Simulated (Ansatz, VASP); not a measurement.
# Cross-check of ZrB2 between VASP and Ansatz

Wanted: the spread between two codes on one cell, functional and k mesh. The cell is taken from a series of runs on this material, whose earlier steps may have relaxed, scaled, displaced or heated it; both programs get it as it stands.

Main program and level: Ansatz 0.2.0; plane waves, with VASP 6.6.1 beside it; zone-centre phonons at PBEsol.

**1. Set-up**

Symmetry: P6/mmm, No. 191, hexagonal system. Conventional cell: a = 3.060 Å, b = 3.060 Å, c = 3.569 Å, α = 90.00°, β = 90.00°, γ = 120.00°. Nearest to B lie 3 B at 1.77 Å and 6 Zr at 2.51 Å. Zr has 12 B at 2.51 Å nearest. Farther neighbours are not listed.

**2. VASP: zone-centre phonons, PBEsol**

Second derivatives magnify differences that forces hide, and they need a tight electronic threshold.

Lines of VASP's logs that name or quote its potential files are left out, and so is its time.

Input file INCAR:

```
SYSTEM = ZrB2
PREC = Accurate
ENCUT = 500
EDIFF = 1E-08
NELM = 120
ISMEAR = 1
SIGMA = 0.2
LREAL = .FALSE.
ALGO = Normal
GGA = PS
NBANDS = 15
LASPH = .TRUE.
LORBIT = 11
LWAVE = .FALSE.
LCHARG = .FALSE.
ISIF = 2
IBRION = 8
GGA_COMPAT = .FALSE.
KPAR = 2
```

Input file POSCAR:

```
ZrB2
1.0
    3.0600968965      0.0000000000      0.0000000000
   -1.5300484483      2.6501216504      0.0000000000
    0.0000000000      0.0000000000      3.5685583414
B Zr
2 1
Direct
    0.3333333333      0.6666666667      0.5000000000
    0.6666666667      0.3333333333      0.5000000000
    0.0000000000      0.0000000000      0.0000000000
```

Input file KPOINTS:

```
Automatic mesh
0
Gamma
15 15 12
0 0 0
```

Potentials, in the order of the species: B and Zr_sv (PBE family, release 64).

The run is started by

```console
> mpirun -np 2 vasp_std
```

Numbers of over 12 decimals in the logs are rounded to 6 here.

Output:

```text
[banner, memory and clock lines left out]
running    2 mpi-ranks, on    1 nodes
 distrk:  each k-point on    1 cores,    2 groups
 distr:  one band on    1 cores,    1 groups

 POSCAR found type information on POSCAR B Zr
 POSCAR found :  2 types and       3 ions
|                                                                             |
|               ----> ADVICE to this user running VASP <----                  |
|                                                                             |
|     You enforced a specific xc type in the INCAR file but a different       |
|     [... a line on the potential file left out ...]
|     I HOPE YOU KNOW WHAT YOU ARE DOING!                                     |
|                                                                             |

 LDA part: xc-table for (Slater+PW92), standard interpolation
 POSCAR, INCAR and KPOINTS ok, starting setup
 FFT: planning ... GRIDC
 FFT: planning ... GRID_SOFT
 FFT: planning ... GRID
 WAVECAR not read
 entering main loop
       N       E                     dE             d eps       ncg     rms          rms(c)
DAV:   1     0.103410528436E+03    0.10341E+03   -0.95817E+03  5686   0.117E+03
DAV:   2    -0.248575503009E+02   -0.12827E+03   -0.12353E+03  7224   0.305E+02
DAV:   3    -0.290788832907E+02   -0.42213E+01   -0.42016E+01  9090   0.479E+01
DAV:   4    -0.291451762434E+02   -0.66293E-01   -0.66286E-01  6495   0.563E+00
DAV:   5    -0.291466089058E+02   -0.14327E-02   -0.14326E-02  8916   0.577E-01    0.244E+01
DAV:   6    -0.263419735949E+02    0.28046E+01   -0.64821E+00  7048   0.180E+01    0.103E+01
DAV:   7    -0.262980995370E+02    0.43874E-01   -0.70757E-01  8114   0.546E+00    0.382E+00
DAV:   8    -0.262996493797E+02   -0.15498E-02   -0.11509E-01  6815   0.286E+00    0.488E-01
DAV:   9    -0.262956243530E+02    0.40250E-02   -0.24630E-02  7217   0.121E+00    0.234E-01
DAV:  10    -0.262950202630E+02    0.60409E-03   -0.23752E-03  6661   0.469E-01    0.367E-02
DAV:  11    -0.262950302288E+02   -0.99658E-05   -0.86250E-05  7389   0.900E-02    0.127E-02
DAV:  12    -0.262950279844E+02    0.22444E-05   -0.31289E-06  7319   0.137E-02    0.696E-03
DAV:  13    -0.262950278276E+02    0.15679E-06   -0.76935E-07  8493   0.701E-03    0.179E-03
DAV:  14    -0.262950278007E+02    0.26869E-07   -0.38144E-08  6180   0.184E-03    0.645E-04
DAV:  15    -0.262950277790E+02    0.21765E-07   -0.43084E-09  3619   0.622E-04    0.220E-04
DAV:  16    -0.262950277723E+02    0.66607E-08   -0.14801E-09  3192   0.321E-04
   1 F= -.26295028E+02 E0= -.26295273E+02  d E =0.736464E-03
 Linear response reoptimize wavefunctions to high precision
DAV:   1    -0.262950277716E+02    0.75488E-09   -0.30873E-10  4263   0.149E-04
DAV:   2    -0.262950277715E+02    0.25011E-11   -0.89364E-11  3101   0.559E-05
 Linear response DOF=           4
 Linear response progress:
  Degree of freedom:   1/  4
       N       E                     dE             d eps       ncg     rms          rms(c)
RMM:   1    -0.489905070484E-01   -0.48991E-01   -0.26072E-02 57672   0.106E+00
RMM:   2    -0.438974917810E-01    0.50930E-02   -0.22839E-03 46767   0.249E-01    0.154E-01
RMM:   3    -0.437903057179E-01    0.10719E-03   -0.70122E-04 44372   0.129E-01    0.771E-02
RMM:   4    -0.442886607851E-01   -0.49836E-03   -0.46507E-04 43195   0.104E-01    0.844E-03
RMM:   5    -0.442962245080E-01   -0.75637E-05   -0.53932E-05 53023   0.287E-02    0.227E-03
RMM:   6    -0.442970634448E-01   -0.83894E-06   -0.10475E-05 56182   0.101E-02    0.127E-03
RMM:   7    -0.442942326342E-01    0.28308E-05   -0.26991E-06 55183   0.477E-03    0.281E-04
RMM:   8    -0.442959668038E-01   -0.17342E-05   -0.99016E-08 58330   0.218E-03    0.164E-04
RMM:   9    -0.442956093744E-01    0.35743E-06    0.22414E-07 59008   0.996E-04    0.297E-05
RMM:  10    -0.442957488654E-01   -0.13949E-06    0.28652E-08 58365   0.480E-04    0.279E-05
RMM:  11    -0.442956479909E-01    0.10087E-06    0.10892E-07 58497   0.239E-04    0.967E-06
RMM:  12    -0.442956309896E-01    0.17001E-07    0.74891E-09 60075   0.121E-04    0.495E-06
RMM:  13    -0.442956064974E-01    0.24492E-07    0.25614E-08 58774   0.618E-05    0.565E-06
RMM:  14    -0.442956053160E-01    0.11814E-08    0.16631E-09 57812   0.331E-05    0.203E-06
 first order change of Fermi-energy   0.18092E-04
 force on displaced ion       1 direction 1 : -19.605  -0.001   0.000
 Linear response progress:
  Degree of freedom:   2/  4
       N       E                     dE             d eps       ncg     rms          rms(c)
RMM:   1    -0.485138644808E-01   -0.48514E-01   -0.21186E-04 20285   0.114E+00
RMM:   2    -0.457243140752E-01    0.27896E-02   -0.18950E-03 16202   0.249E-01    0.124E-01
RMM:   3    -0.455788969574E-01    0.14542E-03   -0.10977E-03 15732   0.157E-01    0.564E-02
RMM:   4    -0.459337202932E-01   -0.35482E-03   -0.38428E-04 16557   0.949E-02    0.135E-02
RMM:   5    -0.460105334778E-01   -0.76813E-04   -0.59436E-05 18122   0.365E-02    0.422E-03
RMM:   6    -0.460232782550E-01   -0.12745E-04   -0.14556E-05 19099   0.142E-02    0.904E-04
RMM:   7    -0.460158376837E-01    0.74406E-05    0.13607E-05 19322   0.624E-03    0.290E-04
RMM:   8    -0.460168119961E-01   -0.97431E-06    0.76033E-06 19441   0.299E-03    0.149E-04
RMM:   9    -0.460157341173E-01    0.10779E-05    0.44314E-06 19510   0.154E-03    0.108E-04
RMM:  10    -0.460162758823E-01   -0.54177E-06    0.23932E-06 19533   0.828E-04    0.679E-06
RMM:  11    -0.460162702077E-01    0.56747E-08    0.15219E-06 20926   0.407E-04    0.113E-05
RMM:  12    -0.460162690702E-01    0.11375E-08    0.73873E-07 20797   0.205E-04    0.873E-06
RMM:  13    -0.460162405157E-01    0.28555E-07    0.49681E-07 20376   0.107E-04    0.626E-06
RMM:  14    -0.460162553986E-01   -0.14883E-07    0.23559E-07 20500   0.586E-05    0.317E-06
RMM:  15    -0.460162594013E-01   -0.40026E-08    0.15762E-07 19965   0.342E-05    0.173E-06
RMM:  16    -0.460162608618E-01   -0.14605E-08    0.72855E-08 19504   0.202E-05    0.121E-06
 first order change of Fermi-energy  -0.50837E-04
 force on displaced ion       1 direction 3 :   0.000  -0.000 -11.075
 Linear response progress:
  Degree of freedom:   3/  4
       N       E                     dE             d eps       ncg     rms          rms(c)
RMM:   1    -0.671195296141E+00   -0.67120E+00    0.30469E+00 15562   0.150E+01
RMM:   2    -0.615029006466E+00    0.56166E-01   -0.18463E-01 21399   0.279E+00    0.186E-01
RMM:   3    -0.616346988264E+00   -0.13180E-02   -0.32030E-02 25675   0.850E-01    0.596E-02
RMM:   4    -0.617969387704E+00   -0.16224E-02   -0.57800E-03 31497   0.298E-01    0.295E-02
RMM:   5    -0.618413996940E+00   -0.44461E-03   -0.85622E-04 31440   0.110E-01    0.175E-02
RMM:   6    -0.618393527146E+00    0.20470E-04   -0.12997E-04 31491   0.492E-02    0.404E-03
RMM:   7    -0.618367860819E+00    0.25666E-04   -0.32024E-05 32656   0.226E-02    0.300E-03
RMM:   8    -0.618360470126E+00    0.73907E-05   -0.14795E-05 32970   0.123E-02    0.861E-04
RMM:   9    -0.618364844117E+00   -0.43740E-05   -0.61844E-06 33290   0.720E-03    0.155E-04
RMM:  10    -0.618365907460E+00   -0.10633E-05   -0.43590E-06 34217   0.451E-03    0.124E-04
RMM:  11    -0.618366252975E+00   -0.34551E-06   -0.22548E-06 34914   0.307E-03    0.168E-04
RMM:  12    -0.618363505506E+00    0.27475E-05   -0.18789E-06 33013   0.229E-03    0.248E-04
RMM:  13    -0.618366602893E+00   -0.30974E-05   -0.10675E-06 30650   0.186E-03    0.125E-04
RMM:  14    -0.618368846184E+00   -0.22433E-05   -0.90635E-07 33789   0.137E-03    0.826E-05
[...]
RMM:  20    -0.618371959231E+00   -0.11285E-06   -0.13743E-07 34002   0.417E-04    0.827E-06
RMM:  21    -0.618372040829E+00   -0.81598E-07   -0.90099E-08 33081   0.350E-04    0.115E-05
RMM:  22    -0.618371939685E+00    0.10114E-06   -0.66159E-08 30836   0.301E-04    0.217E-05
RMM:  23    -0.618372031906E+00   -0.92221E-07   -0.37652E-08 28832   0.260E-04    0.253E-05
RMM:  24    -0.618371927822E+00    0.10408E-06   -0.29932E-08 28851   0.226E-04    0.327E-05
RMM:  25    -0.618372036960E+00   -0.10914E-06   -0.11906E-08 28719   0.197E-04    0.328E-05
RMM:  26    -0.618372026003E+00    0.10957E-07   -0.13062E-08 23955   0.170E-04    0.362E-05
RMM:  27    -0.618372124717E+00   -0.98714E-07    0.19673E-09 30138   0.152E-04    0.354E-05
 first order change of Fermi-energy   0.68217E-04
 force on displaced ion       3 direction 1 : -14.413  -0.000   0.000
 Linear response progress:
  Degree of freedom:   4/  4
       N       E                     dE             d eps       ncg     rms          rms(c)
RMM:   1    -0.773328752136E+00   -0.77333E+00    0.26296E+00  6651   0.147E+01
RMM:   2    -0.714996968798E+00    0.58332E-01   -0.15726E-01  8843   0.264E+00    0.212E-01
RMM:   3    -0.718446489306E+00   -0.34495E-02   -0.36225E-02 10302   0.796E-01    0.654E-02
RMM:   4    -0.720829922475E+00   -0.23834E-02   -0.64824E-03 11973   0.285E-01    0.349E-02
RMM:   5    -0.721059604800E+00   -0.22968E-03   -0.10880E-03 12612   0.103E-01    0.250E-02
RMM:   6    -0.720849978993E+00    0.20963E-03   -0.16429E-04 12699   0.487E-02    0.450E-03
RMM:   7    -0.720927552574E+00   -0.77574E-04   -0.11509E-04 12995   0.211E-02    0.320E-03
RMM:   8    -0.720914295135E+00    0.13257E-04   -0.90026E-05 13224   0.110E-02    0.650E-04
RMM:   9    -0.720918044514E+00   -0.37494E-05   -0.63987E-05 13854   0.627E-03    0.655E-04
RMM:  10    -0.720918674005E+00   -0.62949E-06   -0.54143E-05 13602   0.436E-03    0.565E-05
RMM:  11    -0.720919012076E+00   -0.33807E-06   -0.38460E-05 14056   0.300E-03    0.575E-05
RMM:  12    -0.720919992724E+00   -0.98065E-06   -0.34278E-05 13570   0.225E-03    0.103E-04
RMM:  13    -0.720919539848E+00    0.45288E-06   -0.24177E-05 13911   0.169E-03    0.118E-04
RMM:  14    -0.720920165593E+00   -0.62575E-06   -0.20984E-05 13220   0.137E-03    0.465E-05
[...]
RMM:  23    -0.720924478593E+00   -0.92822E-07   -0.22346E-06 13453   0.273E-04    0.433E-06
RMM:  24    -0.720924662678E+00   -0.18408E-06   -0.22162E-06 12896   0.237E-04    0.219E-06
RMM:  25    -0.720924708965E+00   -0.46287E-07   -0.15426E-06 13026   0.205E-04    0.318E-06
RMM:  26    -0.720924819903E+00   -0.11094E-06   -0.14897E-06 12940   0.180E-04    0.297E-06
RMM:  27    -0.720924803004E+00    0.16899E-07   -0.10531E-06 10296   0.156E-04    0.517E-06
RMM:  28    -0.720924848455E+00   -0.45451E-07   -0.10002E-06 11501   0.138E-04    0.637E-06
RMM:  29    -0.720924888556E+00   -0.40101E-07   -0.72142E-07 12270   0.124E-04    0.671E-06
RMM:  30    -0.720924952530E+00   -0.63974E-07   -0.67671E-07 12310   0.111E-04    0.618E-06
 first order change of Fermi-energy  -0.21297E-03
 force on displaced ion       3 direction 3 :   0.000  -0.000 -15.764
 Linear response finished
```

Parts of OUTCAR (step 2):

```text
ion  position               nearest neighbor table
   1  0.333  0.667  0.500-   2 1.77   2 1.77   2 1.77   3 2.51   3 2.51   3 2.51   3 2.51   3 2.51
                             3 2.51
   2  0.667  0.333  0.500-   1 1.77   1 1.77   1 1.77   3 2.51   3 2.51   3 2.51   3 2.51   3 2.51
                             3 2.51
   3  0.000  0.000  0.000-   1 2.51   2 2.51   1 2.51   2 2.51   2 2.51   2 2.51   1 2.51   1 2.51
                             2 2.51   2 2.51   1 2.51   1 2.51

  LATTYP: Found a hexagonal cell.
 ALAT       =     3.0600968965
 C/A-ratio  =     1.1661586094

 Subroutine GETGRP returns: Found 24 space group operations
 (whereof 24 operations were pure point group operations)

The static configuration has the point symmetry D_6h.

 Found    189 irreducible k-points:

   k-points           NKPTS =    189   k-points in BZ     NKDIM =    189   number of bands    NBANDS=     15

   dimension x,y,z NGX =    24 NGY =   24 NGZ =   28
   dimension x,y,z NGXF=    48 NGYF=   48 NGZF=   56

   ENCUT  =  500.0 eV  36.75 Ry    6.06 a.u.   5.58  5.58  6.51*2*pi/ulx,y,z

   NELECT =      18.0000    total number of electrons

 k-points in reciprocal lattice and weights: Automatic mesh
   0.00000000  0.00000000  0.00000000       0.000
   0.06666667  0.00000000  0.00000000       0.002
   0.13333333  0.00000000  0.00000000       0.002
   0.20000000 -0.00000000  0.00000000       0.002
   0.26666667  0.00000000  0.00000000       0.002
   0.33333333  0.00000000  0.00000000       0.002
   0.40000000  0.00000000  0.00000000       0.002
   0.46666667  0.00000000  0.00000000       0.002
   0.06666667  0.06666667  0.00000000       0.002
[...]
0.33333333  0.26666667  0.50000000       0.004
   0.33333333  0.33333333  0.50000000       0.001

 average (electrostatic) potential at core
       1 -21.1673       2 -21.1673       3 -71.7155

  Total        3.5121660      3.5121660      0.0610986     -0.0000000      0.0000000      0.0000000
  in kB      194.4427798    194.4427798      3.3825801     -0.0000000      0.0000000      0.0000000
  external PRESSURE =     130.7560466 kB  Pullay stress =       0.0000000 kB

  energy-cutoff  :      500.00
  volume of cell :       28.94
      direct lattice vectors                 reciprocal lattice vectors
     3.060096897  0.000000000  0.000000000     0.326787038  0.188670584  0.000000000
    -1.530048448  2.650121650  0.000000000     0.000000000  0.377341168  0.000000000
     0.000000000  0.000000000  3.568558341     0.000000000  0.000000000  0.280225207

 POSITION                                       TOTAL-FORCE (eV/Angst)
 -----------------------------------------------------------------------------------
     -0.00000      1.76675      1.78428         0.000000      0.000000      0.000000
      1.53005      0.88337      1.78428        -0.000000     -0.000000      0.000000
      0.00000      0.00000      0.00000        -0.000000      0.000000      0.000000
 -----------------------------------------------------------------------------------
    total drift:                               -0.000000      0.000000      0.000000

 Eigenvectors and eigenvalues of the dynamical matrix
 ----------------------------------------------------

   1 f  =   26.901234 THz   169.025436 2PiTHz  897.328568 cm-1   111.254513 meV
             X         Y         Z           dx          dy          dz
     -0.000000  1.766748  1.784279    -0.550768    0.443458    0.000000
      1.530048  0.883374  1.784279     0.550768   -0.443458   -0.000000
      0.000000  0.000000  0.000000     0.000000    0.000000   -0.000000

   2 f  =   26.901234 THz   169.025436 2PiTHz  897.328568 cm-1   111.254513 meV
             X         Y         Z           dx          dy          dz
     -0.000000  1.766748  1.784279     0.443458    0.550768   -0.000000
      1.530048  0.883374  1.784279    -0.443458   -0.550768    0.000000
      0.000000  0.000000  0.000000    -0.000000    0.000000   -0.000000

   3 f  =   17.960492 THz   112.849102 2PiTHz  599.097538 cm-1    74.278595 meV
             X         Y         Z           dx          dy          dz
     -0.000000  1.766748  1.784279     0.000000    0.000000    0.707107
      1.530048  0.883374  1.784279    -0.000000   -0.000000   -0.707107
      0.000000  0.000000  0.000000    -0.000000   -0.000000   -0.000000

   4 f  =   14.846122 THz    93.280939 2PiTHz  495.213341 cm-1    61.398601 meV
             X         Y         Z           dx          dy          dz
     -0.000000  1.766748  1.784279     0.000000   -0.000000   -0.635760
      1.530048  0.883374  1.784279     0.000000   -0.000000   -0.635760
      0.000000  0.000000  0.000000    -0.000000    0.000000    0.437742

   5 f  =   14.189472 THz    89.155080 2PiTHz  473.309831 cm-1    58.682914 meV
             X         Y         Z           dx          dy          dz
     -0.000000  1.766748  1.784279    -0.495152    0.398663   -0.000000
      1.530048  0.883374  1.784279    -0.495152    0.398663   -0.000000
      0.000000  0.000000  0.000000     0.341113   -0.274641    0.000000

   6 f  =   14.189472 THz    89.155080 2PiTHz  473.309831 cm-1    58.682914 meV
             X         Y         Z           dx          dy          dz
     -0.000000  1.766748  1.784279    -0.398663   -0.495152    0.000000
      1.530048  0.883374  1.784279    -0.398663   -0.495152    0.000000
      0.000000  0.000000  0.000000     0.274641    0.341113   -0.000000

   7 f/i=    0.000230 THz     0.001446 2PiTHz    0.007679 cm-1     0.000952 meV
             X         Y         Z           dx          dy          dz
     -0.000000  1.766748  1.784279     0.000000   -0.000000    0.309531
      1.530048  0.883374  1.784279     0.000000   -0.000000    0.309531
      0.000000  0.000000  0.000000     0.000000   -0.000000    0.899100

   8 f/i=    0.003237 THz     0.020339 2PiTHz    0.107978 cm-1     0.013388 meV
             X         Y         Z           dx          dy          dz
     -0.000000  1.766748  1.784279     0.309299   -0.015068   -0.000000
      1.530048  0.883374  1.784279     0.309299   -0.015068   -0.000000
      0.000000  0.000000  0.000000     0.897942   -0.043744   -0.000000

   9 f/i=    0.003237 THz     0.020339 2PiTHz    0.107978 cm-1     0.013388 meV
             X         Y         Z           dx          dy          dz
     -0.000000  1.766748  1.784279     0.015068    0.309299    0.000000
      1.530048  0.883374  1.784279     0.015068    0.309299    0.000000
      0.000000  0.000000  0.000000     0.043744    0.897942    0.000000

 ELASTIC MODULI CONTR FROM IONIC RELAXATION (kBar)
 Direction    XX          YY          ZZ          XY          YZ          ZX
 --------------------------------------------------------------------------------
 XX          -4.1965      4.1965     -0.0000      0.0000      0.0000      0.0000
 YY           4.1965     -4.1965     -0.0000      0.0000      0.0000      0.0000
 ZZ          -0.0000     -0.0000     -0.0000      0.0000      0.0000      0.0000
 XY           0.0000      0.0000      0.0000     -4.1965      0.0000      0.0000
 YZ           0.0000      0.0000      0.0000      0.0000      0.0000      0.0000
 ZX           0.0000      0.0000      0.0000      0.0000      0.0000      0.0000
 --------------------------------------------------------------------------------
```

[end of part 1 of 2]

[Lines on the potential files, build, host, timing and source positions are cut from VASP's logs without a mark.]

[Logs are printed without paths, hosts, clocks, repeated set-up lines and the standing remarks that a program may print on its own settings, such as how far it seeks lower states.]

[Hosts, paths, dates, database ids (printed as entryN), source tags and the programs' standing remarks are cut or masked in the printed files.]
